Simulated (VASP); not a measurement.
# AgB2 (P6/mmm) in VASP: notebook

Runs on AgB2. Level: r2SCAN. Tasks: single point.

Everything below comes from runs of VASP 6.6.1. Logs are shortened: lines on timing, memory, paths and dates and some standing lists are left out, and cuts for length are marked.

### Step 1. Starting point

Symmetry: P6/mmm, No. 191, hexagonal system. Conventional cell: a = 3.000 Å, b = 3.000 Å, c = 3.240 Å, α = 90.00°, β = 90.00°, γ = 120.00°. Around Ag (site symmetry 6/mmm) lie 12 B at 2.37 Å. Around B (site symmetry -6m2) lie 3 B at 1.73 Å.

### Step 2. Single point, r2SCAN

The input, INCAR:

```
SYSTEM = AgB2
PREC = Accurate
ENCUT = 400
EDIFF = 1E-6
ISMEAR = 0
SIGMA = 0.05
LREAL = .False.
LASPH = .True.
NELM = 100
ALGO = Normal
ISIF = 2
LWAVE = .False.
LCHARG = .False.
METAGGA = R2SCAN
LMIXTAU = .True.
ADDGRID = .False.
```

The input, KPOINTS:

```
regular mesh
0
Gamma
  6 6 5
  0 0 0
```

The input, POSCAR:

```
AgB2
1.0
    3.0000000000      0.0000000000      0.0000000000
   -1.5000000000      2.5980762114      0.0000000000
    0.0000000000      0.0000000000      3.2400000000
Ag B
1 2
Direct
    0.0172000000      0.0014340000     -0.0107780000
    0.6537670000      0.3220700000      0.4709270000
    0.3421410000      0.7037590000      0.5156140000
```

Potentials or basis: VASP PAW PBE potentials, release 64 (Ag, B).

Command:

```bash
$ cat potpaw_PBE.64/Ag/POTCAR potpaw_PBE.64/B/POTCAR > POTCAR
$ mpirun -np 1 vasp_std > vasp.out
```

OUTCAR:

```text
SYSTEM = AgB2
   PREC = Accurate
   ENCUT = 400
   EDIFF = 1E-6
   ISMEAR = 0
   LREAL = .False.
   LASPH = .True.
   NELM = 100
   ISIF = 2
   METAGGA = R2SCAN

 Found     92 irreducible k-points:

 Following reciprocal coordinates:
            Coordinates               Weight
  0.000000  0.000000  0.000000      1.000000
  0.166667 -0.000000  0.000000      2.000000
  0.000000  0.166667  0.000000      2.000000
 -0.166667  0.166667  0.000000      2.000000
  0.333333  0.000000  0.000000      2.000000
  0.000000  0.333333  0.000000      2.000000
   k-points           NKPTS =     92   k-points in BZ     NKDIM =     92   number of bands    NBANDS=     12
   number of dos      NEDOS =    301   number of ions     NIONS =      3
   total plane-waves  NPLWV =   9600
   dimension x,y,z NGX =    20 NGY =   20 NGZ =   24
   dimension x,y,z NGXF=    40 NGYF=   40 NGZF=   48
   ions per type =               1   2
   NGX,Y,Z   is equivalent  to a cutoff of  11.08, 11.08, 12.31 a.u.
   NGXF,Y,Z  is equivalent  to a cutoff of  22.17, 22.17, 24.63 a.u.
 SYSTEM =  AgB2
   PREC   = accura    normal or accurate (medium, high low for compatibility)
   ISTART =      0    job   : 0-new  1-cont  2-samecut
   ICHARG =      2    charge: 1-file 2-atom 10-const
   ISPIN  =      1    spin polarized calculation?
   LNONCOLLINEAR =      F non collinear calculations
   LSORBIT =      F    spin-orbit coupling
   LASPH  =      T    aspherical Exc in radial PAW
   ENCUT  =  400.0 eV  29.40 Ry    5.42 a.u.   4.89  4.89  5.28*2*pi/ulx,y,z
   NELM   =    100;   NELMIN=  2; NELMDL= -5     # of ELM steps
   EDIFF  = 0.1E-05   stopping-criterion for ELM
   LREAL  =      F    real-space projection
   EDIFFG = 0.1E-04   stopping-criterion for IOM
   NSW    =      0    number of steps for IOM
   IBRION =     -1    ionic relax: 0-MD 1-quasi-New 2-CG
   NFREE  =      0    steps in history (QN), initial steepest desc. (CG)
   ISIF   =      2    stress and relaxation
   ISYM   =      2    0-nonsym 1-usesym 2-fastsym
   POTIM  = 0.5000    time-step for ionic-motion
   TEBEG  =    0.0;   TEEND  =   0.0 temperature during run
   PSTRESS=    0.0 pullay stress
   NELECT =      17.0000    total number of electrons
   NUPDOWN=      -1.0000    fix difference up-down
   EMIN   =  10.00;   EMAX   =-10.00  energy-range for DOS
   EFERMI =   0.00;   METHOD = LEGACY
   ISMEAR =     0;   SIGMA  =   0.05  broadening in eV -4-tet -1-fermi 0-gaus
   EFERMI_NEDOS =   21; number of points for ismear=-14 and -15
   IALGO  =     38    algorithm
   IMIX   =      4    mixing-type and parameters
     AMIX     =   0.40;   BMIX     =  1.00
     AMIX_MAG =   1.60;   BMIX_MAG =  1.00
  volume/ion in A,a.u.               =       8.42        56.81
  Fermi-wavevector in a.u.,A,eV,Ry     =   1.434779  2.711340 28.008838  2.058591
  Thomas-Fermi vector in A             =   2.554150
   LORBIT       =      0    0 simple, 1 ext, 2 COOP (PROOUT), +10 PAW based schemes
   METAGGA = R2SCAN    functional components
   LHFCALC =     F    Hartree Fock is set to
   AEXX    =    0.0000 exact exchange contribution
   IVDW    =     0    specifies the selected vdW correction
   LEPSILON=     F    determine dielectric tensor
   LRPA    =     F    only Hartree local field effects (RPA)
 non-spin polarized calculation
 Gauss-broadening in eV      SIGMA  =   0.05
  energy-cutoff  :      400.00
  volume of cell :       25.25
 maximum number of plane-waves:       471
   NGX =  9   NGY =  9   NGZ = 11

 number of electron      17.0000003 magnetization

 Free energy of the ion-electron system (eV)
  ---------------------------------------------------
  ext. energy  EPLUGINS =         0.00000000
  ---------------------------------------------------
  free energy    TOTEN  =       -32.97700928 eV

  energy without entropy =      -32.97565725  energy(sigma->0) =      -32.97633327

 E-fermi :  10.8889     XC(G=0): -14.2503

 val. band max:       10.8838633619   @ k =  -0.1667   0.1667   0.4000
 cond. band min:      10.9550809258   @ k =  -0.1667   0.0000   0.4000
 fundamental gap:      0.0712175639
 Fermi energy:        10.8889234627

 k-point     1 :       0.0000    0.0000    0.0000
  band No.  band energies     occupation
      1      -4.4610      2.00000
      2       3.2744      2.00000
      3       3.6477      2.00000
      4       3.8389      2.00000
      5       5.2795      2.00000
      6       5.4326      2.00000
      7       7.4126      2.00000
      8      11.0104      0.00059
      9      12.7247      0.00000
     10      15.4974      0.00000
     11      16.4264      0.00000
     12      17.5546      0.00000

 k-point     2 :       0.1667   -0.0000    0.0000
  band No.  band energies     occupation
      1      -3.8986      2.00000
      2       3.2930      2.00000
      3       3.4992      2.00000
      4       4.0683      2.00000
      5       4.2920      2.00000
      6       5.3220      2.00000
      7       9.0853      2.00000
      8       9.4588      2.00000
      9      10.6116      2.00000
     10      16.0762      0.00000
     11      16.9429      0.00000
     12      19.8165      0.00000

 k-point     3 :       0.0000    0.1667    0.0000
  band No.  band energies     occupation
      1      -3.9139      2.00000
      2       3.1823      2.00000
      3       3.4829      2.00000
      4       4.1941      2.00000
      5       4.4566      2.00000
      6       5.2266      2.00000
      7       8.9408      2.00000
      8       9.4491      2.00000
      9      10.7194      2.00000
     10      16.1633      0.00000
     11      17.6597      0.00000
     12      18.6370      0.00000

 k-point     4 :      -0.1667    0.1667    0.0000
  band No.  band energies     occupation
      1      -3.8980      2.00000
      2       3.2924      2.00000
      3       3.5150      2.00000
      4       4.0594      2.00000
      5       4.2808      2.00000
      6       5.3316      2.00000
      7       9.0827      2.00000
      8       9.4875      2.00000
      9      10.5468      2.00000
     10      16.0850      0.00000
     11      16.9943      0.00000
     12      19.8285      0.00000

 k-point     5 :       0.3333    0.0000    0.0000
  band No.  band energies     occupation
      1      -2.3120      2.00000
      2       2.1089      2.00000
      3       3.2463      2.00000
      4       3.5668      2.00000
      5       4.9986      2.00000
      6       5.1852      2.00000
      7       7.4460      2.00000
      8       8.3737      2.00000
      9      11.9321      0.00000
     10      15.9766      0.00000
     11      17.1413      0.00000
     12      18.4226      0.00000

 k-point     6 :       0.0000    0.3333    0.0000
  band No.  band energies     occupation
      1      -2.3914      2.00000
      2       2.0061      2.00000
      3       3.4512      2.00000
      4       3.6290      2.00000
      5       4.9955      2.00000
      6       5.1854      2.00000
      7       7.4577      2.00000
      8       8.6130      2.00000
      9      11.4739      0.00000
     10      15.9873      0.00000
     11      17.4213      0.00000
     12      18.4788      0.00000

 [... further k-points ...]
[... 5 lines left out ...]
  --------------------------------------------------------------------------------------
  -------------------------------------------------------------------------------------
  Total        6.0919909      8.1805917     12.5911671     -0.0531372     -0.0800265     -0.0752461
  in kB      386.5019396    519.0117007    798.8374544     -3.3712509     -5.0772231     -4.7739310
  external PRESSURE =     568.1170316 kB  Pullay stress =       0.0000000 kB

 VOLUME and BASIS-vectors are now :
 -----------------------------------------------------------------------------
  energy-cutoff  :      400.00
  volume of cell :       25.25
      direct lattice vectors                 reciprocal lattice vectors
     3.000000000  0.000000000  0.000000000     0.333333333  0.192450090  0.000000000
    -1.500000000  2.598076211  0.000000000     0.000000000  0.384900179  0.000000000
     0.000000000  0.000000000  3.240000000     0.000000000  0.000000000  0.308641975

 POSITION                                       TOTAL-FORCE (eV/Angst)
 -----------------------------------------------------------------------------------
      0.04945      0.00373      3.20508        -0.320298      0.029229      0.248391
      1.47820      0.83676      1.52580         0.194133      1.737081      1.158794
     -0.02922      1.82842      1.67059         0.126165     -1.766310     -1.407185
 -----------------------------------------------------------------------------------
    total drift:                                0.000346     -0.000217      0.000122

  FREE ENERGIE OF THE ION-ELECTRON SYSTEM (eV)
  ---------------------------------------------------
  free  energy   TOTEN  =       -32.9770092838 eV

  energy  without entropy=      -32.9756572548  energy(sigma->0) =      -32.97633327
```

OSZICAR:

```text
N       E                     dE             d eps       ncg     rms          rms(c)
DAV:   1     0.400527370493E+02    0.40053E+02   -0.72533E+03  2288   0.109E+03
DAV:   2    -0.386954655947E+02   -0.78748E+02   -0.73240E+02  2444   0.246E+02
DAV:   3    -0.405204593843E+02   -0.18250E+01   -0.18124E+01  2708   0.392E+01
DAV:   4    -0.405305918510E+02   -0.10132E-01   -0.10131E-01  2432   0.303E+00
DAV:   5    -0.405306778335E+02   -0.85982E-04   -0.85975E-04  2752   0.274E-01    0.197E+01
DAV:   6    -0.331699333184E+02    0.73607E+01   -0.18421E+01  2404   0.706E+01    0.185E+01
DAV:   7    -0.330421839559E+02    0.12775E+00   -0.20217E+00  2352   0.213E+01    0.885E+00
DAV:   8    -0.329655868651E+02    0.76597E-01   -0.22650E-01  2552   0.542E+00    0.180E+00
DAV:   9    -0.329655673962E+02    0.19469E-04   -0.29257E-02  2452   0.238E+00    0.314E-01
DAV:  10    -0.329733969365E+02   -0.78295E-02   -0.25932E-02  2404   0.196E+00    0.372E-01
DAV:  11    -0.329747149565E+02   -0.13180E-02   -0.18649E-03  2504   0.492E-01    0.162E-01
DAV:  12    -0.329769274061E+02   -0.22124E-02   -0.25103E-03  2364   0.610E-01    0.521E-02
DAV:  13    -0.329769811059E+02   -0.53700E-04   -0.14605E-04  2400   0.139E-01    0.981E-03
DAV:  14    -0.329770047175E+02   -0.23612E-04   -0.43379E-05  2504   0.828E-02    0.681E-03
DAV:  15    -0.329770075346E+02   -0.28171E-05   -0.19182E-06  1752   0.166E-02    0.588E-03
DAV:  16    -0.329770090715E+02   -0.15370E-05   -0.16756E-06  1464   0.172E-02    0.105E-03
DAV:  17    -0.329770092838E+02   -0.21233E-06   -0.25266E-07  1140   0.603E-03
   1 F= -.32977009E+02 E0= -.32976333E+02  d E =-.135203E-02
```

stdout:

```text
POSCAR found type information on POSCAR AgB
 POSCAR found :  2 types and       3 ions
 scaLAPACK will be used
 -----------------------------------------------------------------------------
|                                                                             |
|                                                                             |
|     You enforced a specific xc type in the INCAR file but a different       |
|     I HOPE YOU KNOW WHAT YOU ARE DOING!                                     |
|                                                                             |
 -----------------------------------------------------------------------------

 LDA part: xc-table for (None), standard interpolation
 POSCAR, INCAR and KPOINTS ok, starting setup
 FFT: planning ... GRIDC
 FFT: planning ... GRID_SOFT
 FFT: planning ... GRID
 WAVECAR not read
 entering main loop
```

Wall time 34 s (1 thread of Intel Xeon 6975P-C (Granite Rapids), shared host); peak memory 0.14 GiB.

These settings aren't checked as converged: the numbers below hold their error.

What came out:

```yaml
Free_energy: -32.9770 eV
Pressure: 56.8 GPa
Largest_force: 2.262 eV/Å
Band_gap_on_the_k_mesh: none (metal or under the smearing width)
```

Caveat: the k mesh is coarse (spacing up to 0.40 Å⁻¹), so the values aren't converged; the PAW data sets were made with another functional, which shifts forces and pressure a little.

### Step 3. Single point, r2SCAN

INCAR: that of step 2 with these lines changed.

```diff
@@ -2,3 +2,3 @@
 PREC = Accurate
-ENCUT = 400
+ENCUT = 460
 EDIFF = 1E-6
```

KPOINTS is that of step 2.

The input, POSCAR:

```
AgB2
1.0
    3.0000000000      0.0000000000      0.0000000000
   -1.5000000000      2.5980762114      0.0000000000
    0.0000000000      0.0000000000      3.2400000000
Ag B
1 2
Direct
    0.0000000000      0.0000000000      0.0000000000
    0.6666666667      0.3333333333      0.5000000000
    0.3333333333      0.6666666667      0.5000000000
```

Potentials or basis: VASP PAW PBE potentials, release 64 (Ag, B).

Command:

```bash
$ cat potpaw_PBE.64/Ag/POTCAR potpaw_PBE.64/B/POTCAR > POTCAR
$ mpirun -np 1 vasp_std > vasp.out
```

Wall time 12 s (1 thread of Intel Xeon 6975P-C (Granite Rapids), shared host); peak memory 0.14 GiB.

The run converged, but some of its settings lie outside the range that counts as converged, so its numbers aren't taken as properties of the crystal.

What came out:

```
Free energy            : -33.1645 eV
Pressure               : 53.8 GPa
Band gap on the k mesh : none (metal or under the smearing width)
```

Caveat: the k mesh is coarse (spacing up to 0.40 Å⁻¹), so the values aren't converged; a pressure of tens of GPa on the cell as given is suspect, and the run, the potentials or the cell itself is likely at fault; the PAW data sets were made with another functional, which shifts forces and pressure a little.
